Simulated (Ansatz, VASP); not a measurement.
## NbCu4W in two plane-wave programs

Aim: how closely do two programs agree when they are given the same cell, functional and k mesh? The cell is invented: As first built, before any earlier steps moved the atoms (in the runner's words): it takes the ZrNbFe4 structure with some of its atoms replaced by other elements, volume scaled by an estimate. It may not be a known or stable phase. The cell is a member of a volume series, scaled by 0.94 from a relaxed one, so a pressure remains.

Method: plane waves, with VASP 6.6.1 beside it; single point at PBE, in Ansatz 0.2.0.

**1. The starting structure**

Symmetry: F-43m, No. 216, cubic system. The conventional cell has a = 6.711 Å, b = 6.711 Å, c = 6.711 Å, α = 90.00°, β = 90.00°, γ = 90.00°. W has 12 Cu at 2.78 Å and 4 Nb at 2.91 Å nearest. Nb has 12 Cu at 2.78 Å and 4 W at 2.91 Å nearest. Nearest to Cu lie 6 Cu at 2.37 Å and 3 W at 2.78 Å and 3 Nb at 2.78 Å. As first built, before any earlier steps moved the atoms (in the runner's words): sites of the ZrNbFe4 structure (space group 216) filled with other elements, volume scaled by an estimate. Farther neighbours are not listed.

**2. VASP: single point, PBE, volume scaled by 0.94**

A single point gives forces, pressure and levels at one fixed geometry, so differences don't come from the geometry; what else differs is listed under the comparison.

Lines of VASP's logs that name or quote its potential files are left out, and so is its time.

INCAR

```
SYSTEM = NbCu4W
PREC = Accurate
ENCUT = 400
EDIFF = 1E-06
NELM = 100
ISMEAR = 0
SIGMA = 0.1
LREAL = .FALSE.
ALGO = Normal
GGA = PE
NBANDS = 42
ISPIN = 2
MAGMOM = 0 0 0.6 0.6 0.6 0.6
LMAXMIX = 4
LORBIT = 11
LWAVE = .FALSE.
LCHARG = .FALSE.
KPAR = 2
ISIF = 2
```

POSCAR

```
NbCu4W
1.0
    0.0000000000      3.3552557435      3.3552557435
    3.3552557435      0.0000000000      3.3552557435
    3.3552557435      3.3552557435      0.0000000000
W Nb Cu
1 1 4
Direct
    0.7500000000      0.7500000000      0.7500000000
    0.5000000000      0.5000000000      0.5000000000
    0.6251818839      0.1249393720      0.1249393720
    0.1249393720      0.6251818839      0.1249393720
    0.1249393720      0.1249393720      0.6251818839
    0.1249393720      0.1249393720      0.1249393720
```

KPOINTS

```
Automatic mesh
0
Gamma
7 7 7
0 0 0
```

The projector-augmented-wave data sets are W, Nb_sv and Cu (PBE family, release 54).

The run is started by

```sh
> mpirun -np 2 vasp_std
```

Numbers of over 12 decimals in the logs are rounded to 6 here.

Output:

```text
[banner, memory and clock lines left out]
running    2 mpi-ranks, on    1 nodes
 distrk:  each k-point on    1 cores,    2 groups
 distr:  one band on    1 cores,    1 groups

 POSCAR found type information on POSCAR W NbCu
 POSCAR found :  3 types and       6 ions
 LDA part: xc-table for (Slater+PW92), standard interpolation
 POSCAR, INCAR and KPOINTS ok, starting setup
 FFT: planning ... GRIDC
 FFT: planning ... GRID_SOFT
 FFT: planning ... GRID
 WAVECAR not read
 entering main loop
       N       E                     dE             d eps       ncg     rms          rms(c)
DAV:   1     0.608374141928E+03    0.60837E+03   -0.23171E+04  3384   0.195E+03
DAV:   2     0.410230565419E+02   -0.56735E+03   -0.54205E+03  3368   0.468E+02
DAV:   3    -0.367952334837E+02   -0.77818E+02   -0.71189E+02  4332   0.200E+02
DAV:   4    -0.438848859110E+02   -0.70897E+01   -0.68817E+01  5616   0.588E+01
DAV:   5    -0.441728249380E+02   -0.28794E+00   -0.28684E+00  5766   0.105E+01    0.306E+01
DAV:   6    -0.483486843479E+02   -0.41759E+01   -0.10407E+02  4000   0.226E+02    0.230E+01
DAV:   7    -0.367303329025E+02    0.11618E+02   -0.30954E+01  4118   0.992E+01    0.518E+00
DAV:   8    -0.369460118342E+02   -0.21568E+00   -0.46731E+00  5398   0.277E+01    0.483E+00
DAV:   9    -0.367372645839E+02    0.20875E+00   -0.64998E-01  5318   0.875E+00    0.276E+00
DAV:  10    -0.366486619894E+02    0.88603E-01   -0.24964E-01  5064   0.901E+00    0.115E+00
DAV:  11    -0.366529888218E+02   -0.43268E-02   -0.59898E-02  4866   0.396E+00    0.692E-01
DAV:  12    -0.366473988969E+02    0.55899E-02   -0.22099E-02  4368   0.289E+00    0.158E-01
DAV:  13    -0.366480070003E+02   -0.60810E-03   -0.32460E-03  5376   0.494E-01    0.171E-01
DAV:  14    -0.366476853883E+02    0.32161E-03   -0.83783E-04  4558   0.507E-01    0.545E-02
DAV:  15    -0.366476583415E+02    0.27047E-04   -0.18953E-04  5646   0.185E-01    0.126E-02
DAV:  16    -0.366476619727E+02   -0.36312E-05   -0.25149E-05  4580   0.353E-02    0.730E-03
DAV:  17    -0.366476622597E+02   -0.28697E-06   -0.48121E-07  2136   0.720E-03
   1 F= -.36647662E+02 E0= -.36625115E+02  d E =-.450949E-01  mag=     0.0027
```

OUTCAR, selected parts (step 2):

```text
ion  position               nearest neighbor table
   1  0.750  0.750  0.750-   3 2.78   4 2.78   5 2.78   6 2.78   6 2.78   6 2.78   3 2.78   5 2.78
                             4 2.78   4 2.78   5 2.78   3 2.78   2 2.91   2 2.91   2 2.91   2 2.91
   2  0.500  0.500  0.500-   4 2.78   5 2.78   3 2.78   5 2.78   3 2.78   4 2.78   6 2.78   6 2.78
                             6 2.78   3 2.78   4 2.78   5 2.78   1 2.91   1 2.91   1 2.91   1 2.91
   3  0.625  0.125  0.125-   4 2.37   5 2.37   6 2.37   4 2.37   5 2.37   6 2.37   1 2.78   1 2.78
                             1 2.78   2 2.78   2 2.78   2 2.78
   4  0.125  0.625  0.125-   3 2.37   5 2.37   6 2.37   3 2.37   5 2.37   6 2.37   1 2.78   1 2.78
                             1 2.78   2 2.78   2 2.78   2 2.78
   5  0.125  0.125  0.625-   3 2.37   4 2.37   6 2.37   4 2.37   3 2.37   6 2.37   1 2.78   1 2.78
                             1 2.78   2 2.78   2 2.78   2 2.78
   6  0.125  0.125  0.125-   3 2.37   4 2.37   5 2.37   3 2.37   4 2.37   5 2.37   1 2.78   1 2.78
                             1 2.78   2 2.78   2 2.78   2 2.78

  LATTYP: Found a face centered cubic cell.
 ALAT       =     6.7105114870

 Subroutine GETGRP returns: Found 24 space group operations
 (whereof 24 operations were pure point group operations)

The static configuration has the point symmetry T_d .

 Found     20 irreducible k-points:

   k-points           NKPTS =     20   k-points in BZ     NKDIM =     20   number of bands    NBANDS=     42

   dimension x,y,z NGX =    32 NGY =   32 NGZ =   32
   dimension x,y,z NGXF=    64 NGYF=   64 NGZF=   64

   ENCUT  =  400.0 eV  29.40 Ry    5.42 a.u.   7.74  7.74  7.74*2*pi/ulx,y,z

   NELECT =      63.0000    total number of electrons

 k-points in reciprocal lattice and weights: Automatic mesh
   0.00000000  0.00000000  0.00000000       0.003
   0.14285714  0.00000000  0.00000000       0.023
   0.28571429  0.00000000  0.00000000       0.023
   0.42857143  0.00000000  0.00000000       0.023
   0.14285714  0.14285714  0.00000000       0.017
   0.28571429  0.14285714  0.00000000       0.070
   0.42857143  0.14285714  0.00000000       0.070
  -0.42857143  0.14285714  0.00000000       0.070
  -0.28571429  0.14285714  0.00000000       0.070
[...]
-0.42857143  0.42857143  0.14285714       0.070
  -0.28571429  0.42857143  0.14285714       0.070

 average (electrostatic) potential at core
       1 -35.9319       2 -79.0522       3 -62.4257       4 -62.4257       5 -62.4257
       6 -62.4257

 E-fermi :   9.2070

 spin component 1
 k-point     1 :       0.0000    0.0000    0.0000
  band No.  band energies     occupation
    ...
     30       7.7331      1.00000
     31       9.1032      0.92893
     32       9.1032      0.92893
     33       9.1032      0.92893
     34       9.1173      0.89779
     35      12.4896      0.00000
     36      12.4896      0.00000
     37      15.1449      0.00000
     38      16.4072      0.00000
     39      16.4072      0.00000
    ...

 k-point     2 :       0.1429    0.0000    0.0000
  band No.  band energies     occupation
    ...
     29       8.0286      1.00000
     30       8.1772      1.00000
     31       8.1772      1.00000
     32       9.0480      0.98775
     33       9.0480      0.98775
     34      10.2732      0.00000
     35      12.3987      0.00000
     36      12.3987      0.00000
     37      14.8514      0.00000
     38      15.6694      0.00000
    ...

 k-point     3 :       0.2857    0.0000    0.0000
  band No.  band energies     occupation
    ...
     29       8.1325      1.00000
     30       8.3960      1.00000
     31       8.3960      1.00000
     32       9.0399      0.99094
     33       9.0399      0.99094
     34      10.8441      0.00000
     35      12.2253      0.00000
     36      12.2253      0.00000
     37      13.2269      0.00000
     38      14.9348      0.00000
    ...

 k-point     4 :       0.4286    0.0000    0.0000
  band No.  band energies     occupation
    ...
     27       8.2967      1.00000
     28       8.2967      1.00000
     29       8.5564      1.00000
     30       8.6590      1.00000
     31       8.6590      1.00000
     32       9.2393      0.32423
     33       9.2393      0.32422
     34       9.9311      0.00000
     35      12.1194      0.00000
     36      12.1194      0.00000
    ...

 k-point     5 :       0.1429    0.1429    0.0000
  band No.  band energies     occupation
    ...
     29       7.8682      1.00000
     30       8.2706      1.00000
     31       8.2707      1.00000
     32       9.1011      0.93289
     33       9.1011      0.93289
     34      10.3529      0.00000
     35      12.2102      0.00000
     36      12.4636      0.00000
     37      15.1582      0.00000
     38      15.1582      0.00000
    ...

 k-point     6 :       0.2857    0.1429    0.0000
  band No.  band energies     occupation
    ...
     29       8.2314      1.00000
     30       8.4847      1.00000
     31       8.6485      1.00000
     32       8.9563      0.99980
     33       9.1539      0.77386
     34      11.0502      0.00000
     35      11.9100      0.00000
     36      12.3562      0.00000
     37      13.5708      0.00000
     38      14.2625      0.00000
    ...

  Total        6.1755895      6.1755895      6.1755895      0.0000000     -0.0000000     -0.0000000
  in kB      130.9731037    130.9731037    130.9731037      0.0000000     -0.0000000     -0.0000000
  external PRESSURE =     130.9731037 kB  Pullay stress =       0.0000000 kB

  energy-cutoff  :      400.00
  volume of cell :       75.55
      direct lattice vectors                 reciprocal lattice vectors
     0.000000000  3.355255743  3.355255743    -0.149019937  0.149019937  0.149019937
     3.355255743  0.000000000  3.355255743     0.149019937 -0.149019937  0.149019937
     3.355255743  3.355255743  0.000000000     0.149019937  0.149019937 -0.149019937

 POSITION                                       TOTAL-FORCE (eV/Angst)
 -----------------------------------------------------------------------------------
      5.03288      5.03288      5.03288         0.000000     -0.000000      0.000000
      3.35526      3.35526      3.35526         0.000000     -0.000000      0.000000
      0.83841      2.51685      2.51685        -0.019962      0.019962      0.019962
      2.51685      0.83841      2.51685         0.019962     -0.019962      0.019962
      2.51685      2.51685      0.83841         0.019962      0.019962     -0.019962
      0.83841      0.83841      0.83841        -0.019962     -0.019962     -0.019962
 -----------------------------------------------------------------------------------
    total drift:                               -0.000001     -0.000001     -0.000001

  FREE ENERGIE OF THE ION-ELECTRON SYSTEM (eV)
  ---------------------------------------------------
  free  energy   TOTEN  =       -36.6476622597 eV

  energy  without entropy=      -36.6025673624  energy(sigma->0) =      -36.62511481

 total charge
# of ion       s       p       d       tot
------------------------------------------
    1        0.618   0.524   4.065   5.207
    2        2.194   6.016   2.435  10.645
    3        0.525   0.545   9.133  10.203
    4        0.525   0.545   9.133  10.203
    5        0.525   0.545   9.133  10.203
    6        0.525   0.545   9.133  10.203
--------------------------------------------------
tot          4.914   8.720  43.030  56.664

 magnetization (x)
# of ion       s       p       d       tot
------------------------------------------
    1        0.000   0.000   0.001   0.001
    2        0.000   0.000   0.001   0.001
    3        0.000   0.000   0.000   0.000
    4        0.000   0.000   0.000   0.000
    5        0.000   0.000   0.000   0.000
    6        0.000   0.000   0.000   0.000
--------------------------------------------------
tot          0.000   0.000   0.003   0.004

[... 6 further parts left out ...]
```

The scan keeps the cell's shape and the fractional positions fixed.

(Continued in part 2 of 3.)

[Lines on the potential files, build, host, timing and source positions are cut from VASP's logs without a mark.]

[Logs are printed without paths, hosts, clocks, repeated set-up lines and the standing remarks that a program may print on its own settings, such as how far it seeks lower states.]

[Hosts, paths, dates, database ids (printed as entryN), source tags and the programs' standing remarks are cut or masked in the printed files.]
